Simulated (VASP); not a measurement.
Crystal: ZnCd3Se3S.

```xyz
8
Lattice="5.1562 0.0000 0.0000 0.0000 5.1562 0.0000 0.0000 0.0000 7.5398" Properties=species:S:1:pos:R:3 pbc="T T T"
Zn    0.0000    0.0000    0.0000
Cd    0.0000    0.0000    3.7699
Cd    2.5781    0.0000    3.7699
Cd    0.0000    2.5781    3.7699
Se    0.0000    0.0000    1.8656
Se    0.0000    0.0000    5.6742
Se    2.5781    2.5781    3.7699
S     2.5781    2.5781    0.0000
```

The cell was built by a generator and needn't be a form met in nature.

* Program: VASP 6.6.1
* Task: relaxation of cell and atoms
* Functional: PBE
* Potentials or basis: VASP PAW PBE potentials, release 64 (Zn, Cd, Se, S)
* Cutoff: 520 eV
* k mesh: 3 × 3 × 2
* Occupations: gaussian, width 0.15 eV
* Spin: no spin polarisation

At the start: pressure 40.0 GPa; volume 25.06 Å³/atom.

Where does the relaxation end?

Over 16 steps the energy falls by 1507.9 meV/atom and the volume is 37.59 Å³/atom (+50.0 %); space group P4/mmm (No. 123, to 0.05 Å).

The path:
| step | energy change (eV) | largest force (eV/Å) | pressure (GPa) | volume (Å³) |
| --- | --- | --- | --- | --- |
| 1 | 0.0000 | 8.7887 | 40.02 | 200.46 |
| 2 | -7.8854 | 0.8835 | -5.57 | 414.57 |
| 3 | -9.3190 | 3.5672 | 3.15 | 291.03 |
| 4 | -11.0902 | 2.3750 | 1.35 | 308.77 |
| 5 | -11.0909 | 2.0968 | 1.08 | 313.49 |
| 6 | -11.0873 | 1.9415 | 0.89 | 316.19 |
| 7 | -11.2839 | 0.5421 | -0.71 | 326.72 |
| 8 | -11.2861 | 0.4454 | -0.88 | 327.94 |
| 9 | -11.4880 | 0.5824 | -1.10 | 323.04 |
| 10 | -12.0225 | 0.5022 | -0.45 | 307.27 |
| 11 | -11.9967 | 0.0045 | 0.05 | 303.90 |
| 12 | -12.0245 | 0.4131 | -0.41 | 306.52 |
| 13 | -12.0362 | 0.4929 | 0.23 | 297.67 |
| 14 | -12.0493 | 0.1005 | -0.01 | 301.36 |
| 15 | -12.0626 | 0.0642 | -0.23 | 300.50 |
| 16 | -12.0636 | 0.0681 | -0.18 | 300.69 |

Final structure:
```
Zn Cd Se S
1.0
     5.58133    0.00000    0.00000
     0.00000    5.58133    0.00000
     0.00000    0.00000    9.65252
Zn Cd Se S
1 3 3 1
Direct
  0.00000 0.00000 0.00000
  0.00000 0.00000 0.50000
  0.50000 0.00000 0.50000
  0.00000 0.50000 0.50000
  0.00000 0.00000 0.24021
  0.00000 0.00000 0.75979
  0.50000 0.50000 0.50000
  0.50000 0.50000 0.00000
```

Caveat: the k mesh is coarse (spacing up to 0.42 Å⁻¹), so the values aren't converged; the volume moved by over 15 % at a fixed basis, so the end points are rough.
